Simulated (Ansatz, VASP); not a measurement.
# Cross-check of NiHS2 between VASP and Ansatz, part 2 of 2

One calculation is typed for both programs; each brings its own data sets. How far apart do they land? Of the first pair: The structure shown is the start of the Ansatz relaxation below; VASP solves that cell, so the two are compared at the walk's first step.

VASP 6.6.1 and Ansatz 0.2.0.

So far: The structure; Ansatz: relaxation, LDA.

## 3. VASP: single point, LDA, start cell, pair 1

Level of this step: LDA, zero-moment start; plane waves and PAW (Ni, S, H) (VASP).

The same cell, functional (in two slightly different forms), mesh and smearing now go to VASP, with its own data sets.

Lines of VASP's logs that name or quote its potential files are left out, and so is its time.

INCAR

```
SYSTEM = NiHS2
PREC = Accurate
ENCUT = 520
EDIFF = 1E-06
NELM = 200
ISMEAR = -1
SIGMA = 0.05
LREAL = .FALSE.
ALGO = Normal
GGA = PW92
NBANDS = 19
ISPIN = 2
MAGMOM = 0 0 0 0
LASPH = .TRUE.
LMAXMIX = 4
LORBIT = 11
LWAVE = .FALSE.
LCHARG = .FALSE.
ISIF = 2
LDIPOL = .TRUE.
IDIPOL = 3
DIPOL = 0.5 0.5 0.304
LVHAR = .TRUE.
GGA_COMPAT = .FALSE.
NELMDL = -8
```

POSCAR

```
NiHS2
1.0
    3.7071130000      0.0000000000      0.0000000000
    1.8535560000      3.2104540000      0.0000000000
    0.0000000000      0.0000000000     31.2436790000
Ni S H
1 2 1
Direct
    0.6666667047      0.6666667705      0.2838517833
    0.0000000380      0.0000001038      0.2443462564
    0.3333333714      0.3333334372      0.3242993247
    0.3333333714      0.3333334372      0.3634692316
```

KPOINTS

```
Automatic mesh
0
Gamma
7 7 1
0 0 0
```

Potentials, in the order of the species: Ni, S and H (LDA family, release 64).

On the command line:

```bash
mpirun -np 1 vasp_std
```

Numbers of over 12 decimals in the logs are rounded to 6 here.

The log of the run:

```text
[banner, memory and clock lines left out]
running    1 mpi-ranks, on    1 nodes
 distrk:  each k-point on    1 cores,    1 groups
 distr:  one band on    1 cores,    1 groups

 POSCAR found type information on POSCAR NiS H
 POSCAR found :  3 types and       4 ions
|                                                                             |
|               ----> ADVICE to this user running VASP <----                  |
|                                                                             |
|     You enforced a specific xc type in the INCAR file but a different       |
|     [... a line on the potential file left out ...]
|     I HOPE YOU KNOW WHAT YOU ARE DOING!                                     |
|                                                                             |

 LDA part: xc-table for (Slater(with rela. corr.)+PW92), standard interpolation
 POSCAR, INCAR and KPOINTS ok, starting setup
 FFT: planning ... GRIDC
 FFT: planning ... GRID_SOFT
 FFT: planning ... GRID
 WAVECAR not read
 entering main loop
       N       E                     dE             d eps       ncg     rms          rms(c)
DAV:   1     0.155589926357E+03    0.15559E+03   -0.71406E+03   608   0.836E+02
DAV:   2     0.522225012816E+01   -0.15037E+03   -0.14298E+03   792   0.198E+02
DAV:   3    -0.204362128891E+02   -0.25658E+02   -0.24901E+02   847   0.780E+01
DAV:   4    -0.212668694162E+02   -0.83066E+00   -0.82582E+00   815   0.175E+01
DAV:   5    -0.212852540679E+02   -0.18385E-01   -0.18379E-01   873   0.266E+00
DAV:   6    -0.212859283811E+02   -0.67431E-03   -0.67427E-03   828   0.481E-01
DAV:   7    -0.212859680274E+02   -0.39646E-04   -0.39646E-04   977   0.112E-01
DAV:   8    -0.212859687953E+02   -0.76795E-06   -0.76761E-06   785   0.111E-02    0.181E+01
DAV:   9    -0.293912073368E+02   -0.81052E+01   -0.54133E+01   796   0.129E+02    0.330E+01
DAV:  10    -0.208265122598E+02    0.85647E+01   -0.11819E+01   793   0.595E+01    0.151E+01
DAV:  11    -0.190425512785E+02    0.17840E+01   -0.12468E+01   781   0.761E+01    0.893E+00
DAV:  12    -0.184469534798E+02    0.59560E+00   -0.29665E+00   906   0.278E+01    0.235E+00
DAV:  13    -0.184509955816E+02   -0.40421E-02   -0.30852E-01   711   0.430E+00    0.140E+00
DAV:  14    -0.184469451495E+02    0.40504E-02   -0.10915E-02   905   0.712E-01    0.118E+00
[...]
DAV:  30    -0.184360875037E+02   -0.35171E-04   -0.11617E-06   618   0.487E-03    0.634E-03
DAV:  31    -0.184361152433E+02   -0.27740E-04   -0.15248E-06   618   0.511E-03    0.351E-03
DAV:  32    -0.184361249924E+02   -0.97491E-05   -0.32767E-07   582   0.393E-03    0.212E-03
DAV:  33    -0.184361299695E+02   -0.49771E-05   -0.11711E-07   600   0.258E-03    0.131E-03
DAV:  34    -0.184361362905E+02   -0.63210E-05   -0.25837E-07   558   0.205E-03    0.114E-03
DAV:  35    -0.184361378387E+02   -0.15482E-05   -0.44294E-08   579   0.158E-03    0.549E-04
DAV:  36    -0.184361389804E+02   -0.11417E-05   -0.28513E-08   546   0.719E-04    0.730E-04
DAV:  37    -0.184361394344E+02   -0.45403E-06   -0.31967E-09   570   0.450E-04
   1 F= -.18436139E+02 E0= -.18411751E+02  d E =-.487775E-01  mag=     0.0000
```

From OUTCAR (step 3):

```text
ion  position               nearest neighbor table
   1  0.667  0.667  0.284-   2 2.47   2 2.47   2 2.47   3 2.49   3 2.49   3 2.49
   2  0.000  0.000  0.244-   1 2.47   1 2.47   1 2.47
   3  0.333  0.333  0.324-   4 1.22   1 2.49   1 2.49   1 2.49
   4  0.333  0.333  0.363-   3 1.22

  LATTYP: Found a hexagonal cell.
 ALAT       =     3.7071127217
 C/A-ratio  =     8.4280358720

 Subroutine GETGRP returns: Found  6 space group operations
 (whereof  6 operations were pure point group operations)

The static configuration has the point symmetry C_3v.

 Found      8 irreducible k-points:

   k-points           NKPTS =      8   k-points in BZ     NKDIM =      8   number of bands    NBANDS=     19

   dimension x,y,z NGX =    28 NGY =   28 NGZ =  240
   dimension x,y,z NGXF=    56 NGYF=   56 NGZF=  480

   ENCUT  =  520.0 eV  38.22 Ry    6.18 a.u.   6.89  6.89 58.09*2*pi/ulx,y,z

   NELECT =      23.0000    total number of electrons

 k-points in reciprocal lattice and weights: Automatic mesh
   0.00000000  0.00000000  0.00000000       0.020
   0.14285714  0.00000000  0.00000000       0.122
   0.28571429  0.00000000  0.00000000       0.122
   0.42857143  0.00000000  0.00000000       0.122
   0.28571429  0.14285714  0.00000000       0.122
   0.42857143  0.14285714  0.00000000       0.245
  -0.42857143  0.14285714  0.00000000       0.122
  -0.42857143  0.28571429  0.00000000       0.122

 dipolmoment           0.000000      0.000000     -0.176236 electrons x Angstroem

 average (electrostatic) potential at core
       1 -94.7006       2 -95.3858       3 -95.9562       4 -43.0812

 E-fermi :  -3.4446

 spin component 1
 k-point     1 :       0.0000    0.0000    0.0000
  band No.  band energies     occupation
    ...
      7      -5.1376      1.00000
      8      -5.1376      1.00000
      9      -4.3404      1.00000
     10      -4.3225      1.00000
     11      -4.3225      1.00000
     12      -2.6491      0.00000
     13      -2.6491      0.00000
     14      -0.7837      0.00000
     15       0.3009      0.00000
     16       0.5274      0.00000
    ...

 k-point     2 :       0.1429    0.0000    0.0000
  band No.  band energies     occupation
    ...
      7      -5.5592      1.00000
      8      -5.3317      1.00000
      9      -4.7915      1.00000
     10      -4.3394      1.00000
     11      -4.1464      1.00000
     12      -3.2140      0.00984
     13      -2.7380      0.00000
     14      -0.4405      0.00000
     15       0.6075      0.00000
     16       1.2485      0.00000
    ...

 k-point     3 :       0.2857    0.0000    0.0000
  band No.  band energies     occupation
    ...
      8      -5.5453      1.00000
      9      -4.8748      1.00000
     10      -4.5772      1.00000
     11      -4.4882      1.00000
     12      -3.5593      0.90836
     13      -2.8084      0.00000
     14       0.2533      0.00000
     15       1.3103      0.00000
     16       1.4936      0.00000
     17       2.1107      0.00000
    ...

 k-point     4 :       0.4286    0.0000    0.0000
  band No.  band energies     occupation
    ...
      7      -5.7655      1.00000
      8      -5.7280      1.00000
      9      -4.9516      1.00000
     10      -4.8870      1.00000
     11      -4.7661      1.00000
     12      -3.4435      0.49428
     13      -2.8002      0.00000
     14       0.5939      0.00000
     15       1.3241      0.00000
     16       2.3909      0.00000
    ...

 k-point     5 :       0.2857    0.1429    0.0000
  band No.  band energies     occupation
    ...
      7      -5.7887      1.00000
      8      -5.5094      1.00000
      9      -4.8526      1.00000
     10      -4.5183      1.00000
     11      -4.2383      1.00000
     12      -3.3591      0.15300
     13      -3.0992      0.00100
     14       0.0863      0.00000
     15       1.1986      0.00000
     16       1.8466      0.00000
    ...

 k-point     6 :       0.4286    0.1429    0.0000
  band No.  band energies     occupation
    ...
      8      -5.5635      1.00000
      9      -4.9160      1.00000
     10      -4.8249      1.00000
     11      -4.4998      1.00000
     12      -3.4541      0.54704
     13      -3.1374      0.00214
     14       0.8316      0.00000
     15       1.6088      0.00000
     16       2.3473      0.00000
     17       2.7137      0.00000
    ...

  Total       -6.8218336     -6.8218335      1.2977976      0.0000011      0.0000000      0.0000000
  in kB      -29.3932265    -29.3932259      5.5918191      0.0000046      0.0000000      0.0000000
  external PRESSURE =     -17.7315444 kB  Pullay stress =       0.0000000 kB

  energy-cutoff  :      520.00
  volume of cell :      371.85
      direct lattice vectors                 reciprocal lattice vectors
     3.707113000  0.000000000  0.000000000     0.269751691 -0.155741171  0.000000000
     1.853556000  3.210454000  0.000000000     0.000000000  0.311482426  0.000000000
     0.000000000  0.000000000 31.243679000     0.000000000  0.000000000  0.032006474

 POSITION                                       TOTAL-FORCE (eV/Angst)
 -----------------------------------------------------------------------------------
      3.70711      2.14030      8.86857         0.000000     -0.000000      0.127814
      0.00000      0.00000      7.63428         0.000000     -0.000000      1.695446
      1.85356      1.07015     10.13230        -0.000000      0.000000     -6.498531
      1.85356      1.07015     11.35612         0.000000     -0.000000      4.675270
 -----------------------------------------------------------------------------------
    total drift:                               -0.000402     -0.000403     -0.000719

  FREE ENERGIE OF THE ION-ELECTRON SYSTEM (eV)
  ---------------------------------------------------
  free  energy   TOTEN  =       -18.4361394344 eV

  energy  without entropy=      -18.3873619748  energy(sigma->0) =      -18.41175070

 vacuum level on the upper side and lower side of the slab         0.174         2.853

 total charge
# of ion       s       p       d       tot
------------------------------------------
    1        0.361   0.367   8.261   8.989
    2        1.372   2.163   0.000   3.534
    3        1.346   2.407   0.000   3.753
    4        0.644   0.060   0.000   0.704
--------------------------------------------------
tot          3.723   4.997   8.261  16.980

 magnetization (x)
# of ion       s       p       d       tot
------------------------------------------
    1        0.000  -0.000  -0.000  -0.000
    2       -0.000  -0.000   0.000  -0.000
    3       -0.000  -0.000   0.000  -0.000
    4       -0.000   0.000   0.000  -0.000
--------------------------------------------------
tot         -0.000  -0.000  -0.000  -0.000

[... 6 further parts left out ...]
```

This run allows spin, but its moments start at zero, where symmetry between the spins tends to hold them, although Ni can carry a moment. Its electron count is odd, so without a moment it is a metal by construction.

## 4. Differences

Known differences besides the potentials themselves: Ansatz cuts the interaction across the vacuum, VASP repeats the sheet with a dipole correction; the data sets hold 31 valence electrons in Ansatz (on its default PAW (the set named soft_2) files) and 23 in VASP; the cutoff is 420 eV in Ansatz and 520 eV in VASP; VASP's log shows a relativistic correction to its local exchange, Ansatz's none. Total energies have different zeros and are not compared.

Forces (eV/Å; atoms numbered as in POSCAR):

```
atom        Ansatz x, y, z          VASP x, y, z
 Ni1   0.000, 0.000, 0.089   0.000, 0.000, 0.128
  S2   0.000, 0.000, 1.703   0.000, 0.000, 1.695
  S3  0.000, 0.000, -6.590  0.000, 0.000, -6.499
  H4   0.000, 0.000, 4.798   0.000, 0.000, 4.675
```

The forces differ by 46 meV/Å r.m.s., which is 1.9 % of the r.m.s. force of 2.363 eV/Å (both taken over all components). Moments aren't recorded for both runs of this pair, so they may hold unlike magnetic states. With vacuum in the cell, a pressure given here is an average over mostly empty space and none of the material.

## 5. Ansatz: relaxation, LDA

This run makes the geometry at which the two programs are then compared.

The structure compared here is the end of the Ansatz relaxation.

input.yaml

```yaml
crystal:
  lattice:
    - [3.7071127522, -2.9e-09, 0.0]
    - [1.8535563786, 3.2104538167, 0.0]
    - [0.0, 0.0, 18.99039193]
  atoms:
    - { symbol: Ni, position: [0.6666666667, 0.6666666667, 0.46700323], spin: 1.0 }
    - { symbol: S, position: [0.0, 0.0, 0.4020073] }
    - { symbol: S, position: [0.3333333333, 0.3333333333, 0.53354898] }
    - { symbol: H, position: [0.3333333333, 0.3333333333, 0.5979927] }
  periodic: [true, true, false]
magnetization:
  spin_polarized: true
kpoints:
  mp_grid: { grid: [7, 7, 1] }
scf:
  occupations: { method: fermi_dirac, width: 0.05 }
hamiltonian:
  xc: lda
output:
  forces: true
  stress: true
relax:
  f_tol: 0.02
  max_steps: 50
  cell: {}
```

On the command line:

```bash
ansatz run input.yaml --threads 1 --pin off --max-ram 4096MiB --backend cpu --events-out ev --progress --plain --runs-dir out
```

The log of the run:

```text
[...]
Crystal: 4 atoms, lattice volume = 371.847 Å³
Basis set: ecut = 420 eV, 7293 PW (Γ)
Bands: 20, of which v1, the nominal top of the filled ones, is band 16 counted from 1 (15 counted from 0)
Symmetry: 6 space group operations
[...]
k-points: 8 of 49 (time reversal used)
[...]
cell:  # Å, volume = 304.4114 Å³
    - [3.354162, -2.61790037368226e-9, 0]
    - [1.677081, 2.904790, 0]
    - [0, 0, 31.243679]
  atoms:
    - { symbol: Ni, position: [0.666667, 0.666667, 0.285681] }
    - { symbol: S, position: [-5.204170427930421e-17, 9.251858539620028e-18, 0.246615] }
    - { symbol: S, position: [0.333333, 0.333333, 0.319586] }
    - { symbol: H, position: [0.333333, 0.333333, 0.364085] }
[key lines of the parts left out:]
SCF converged after 12 iterations
Magnetization: 0.0000 μB (15.5000 up, 15.5000 down)
Free energy (F): -7528.393659 eV
Fermi energy:    -4.461849 eV
P = ½ c Tr σ = -0.0233 N/m
```

## 6. VASP: single point, LDA, relaxed cell, pair 2

The same cell, functional (in two slightly different forms), mesh and smearing now go to VASP, with its own data sets.

INCAR is that of step 3.

POSCAR

```
NiHS2
1.0
    3.3541623716     -0.0000000026      0.0000000000
    1.6770811881      2.9047898209      0.0000000000
    0.0000000000      0.0000000000     31.2436791171
Ni S H
1 2 1
Direct
    0.6666666667      0.6666666667      0.2856805178
    0.0000000000      0.0000000000      0.2466146662
    0.3333333334      0.3333333334      0.3195864247
    0.3333333334      0.3333333334      0.3640850002
```

KPOINTS is that of step 3.

On the command line:

```bash
mpirun -np 1 vasp_std
```

The log of the run:

```text
[banner, memory and clock lines left out]
running    1 mpi-ranks, on    1 nodes
[...]
[... a notice as in an earlier step ...]

 LDA part: xc-table for (Slater(with rela. corr.)+PW92), standard interpolation
 POSCAR, INCAR and KPOINTS ok, starting setup
[...]
entering main loop
       N       E                     dE             d eps       ncg     rms          rms(c)
DAV:   1     0.162114917410E+03    0.16211E+03   -0.75395E+03   608   0.857E+02
DAV:   2     0.110288605941E+01   -0.16101E+03   -0.15495E+03   818   0.206E+02
DAV:   3    -0.214715904509E+02   -0.22574E+02   -0.22045E+02   788   0.817E+01
DAV:   4    -0.222176505140E+02   -0.74606E+00   -0.74444E+00   874   0.178E+01
[...]
DAV:  29    -0.197744659796E+02   -0.12367E-05   -0.21463E-08   600   0.855E-04    0.983E-04
DAV:  30    -0.197744687165E+02   -0.27369E-05   -0.67003E-08   570   0.940E-04    0.530E-04
DAV:  31    -0.197744691321E+02   -0.41557E-06   -0.42380E-09   644   0.429E-04
   1 F= -.19774469E+02 E0= -.19761790E+02  d E =-.253574E-01  mag=     0.0000
```

Parts of OUTCAR (step 6):

```text
  Total       -0.0646978     -0.0646978     -0.1287789     -0.0000000      0.0000000      0.0000000
  in kB       -0.3405173     -0.3405173     -0.6777886     -0.0000000      0.0000000      0.0000000
  external PRESSURE =      -0.4529411 kB  Pullay stress =       0.0000000 kB

 POSITION                                       TOTAL-FORCE (eV/Angst)
 -----------------------------------------------------------------------------------
      3.35416      1.93653      8.92571         0.000000     -0.000000     -0.021305
      0.00000      0.00000      7.70515        -0.000000     -0.000000      0.006501
      1.67708      0.96826      9.98506         0.000000      0.000000      0.099445
      1.67708      0.96826     11.37535        -0.000000     -0.000000     -0.084642
 -----------------------------------------------------------------------------------
    total drift:                               -0.000000     -0.000000     -0.000079

  FREE ENERGIE OF THE ION-ELECTRON SYSTEM (eV)
  ---------------------------------------------------
  free  energy   TOTEN  =       -19.7744691321 eV

  energy  without entropy=      -19.7491117212  energy(sigma->0) =      -19.76179043

 magnetization (x)
# of ion       s       p       d       tot
------------------------------------------
    1       -0.000   0.000   0.000   0.000
    2        0.000   0.000   0.000   0.000
    3        0.000  -0.000   0.000   0.000
    4        0.000   0.000   0.000   0.000
--------------------------------------------------
tot          0.000   0.000   0.000   0.000

[... 1 part as in an earlier step ...]

[... 2 further parts left out ...]
[key lines of the parts left out:]
E-fermi :  -2.5818
```

## 7. Side by side

What differs besides the data sets and the points named for the pairs above, as far as they apply: the data sets hold 31 valence electrons in Ansatz (on its default PAW (the set named soft_2) files) and 23 in VASP. Total energies have different zeros and are not compared.

Forces (eV/Å; atoms numbered as in POSCAR):

```
atom        Ansatz x, y, z          VASP x, y, z
 Ni1   0.000, 0.000, 0.001  0.000, 0.000, -0.021
  S2  0.000, 0.000, -0.004   0.000, 0.000, 0.007
  S3   0.000, 0.000, 0.011   0.000, 0.000, 0.099
  H4  0.000, 0.000, -0.008  0.000, 0.000, -0.085
```

The forces differ by 34 meV/Å r.m.s., where the r.m.s. force is 0.004 eV/Å in Ansatz and 0.038 eV/Å in VASP: the atoms lie near their places of rest in Ansatz, so a percentage would say little (all taken over all components). With vacuum in the cell, a pressure given here is an average over mostly empty space and none of the material.

## 8. Other set-ups

Further runs change the set-up of one program: Ansatz's method, potentials or start, or VASP's data sets, cutoff or form of LDA. The table gives that difference for each run.

```csv
run,r.m.s. force difference (meV/Å)
as above,34
"VASP with the data sets Ni_sv_GW, S and H and a cutoff of 510 eV",37
```

## 9. Results

```json
{
 "r.m.s. force difference (single point, LDA, start cell, pair 1)": "1.9 % of the r.m.s. force",
 "r.m.s. force difference (single point, LDA, relaxed cell, pair 2)": "34 meV/Å"
}
```

The r.m.s. force difference is 34 meV/Å (single point, LDA, relaxed cell, pair 2), beyond the 12 meV/Å picked in this series as the mark of a large difference. The data sets hold unlike numbers of valence electrons (31 in Ansatz and 23 in VASP), so part of the differences comes from the potentials. For single point, LDA, relaxed cell, pair 2, no further run moves any of the tabulated differences by more than a quarter of its size. Such differences can come from data sets, numerical settings and the points named under the comparisons, not from the functional's error against experiment.

[Lines on the potential files, build, host, timing and source positions are cut from VASP's logs without a mark.]

[Logs are printed without paths, hosts, clocks, repeated set-up lines and the standing remarks that a program may print on its own settings, such as how far it seeks lower states.]

[Hosts, paths, dates, database ids (printed as entryN), source tags and the programs' standing remarks are cut or masked in the printed files.]
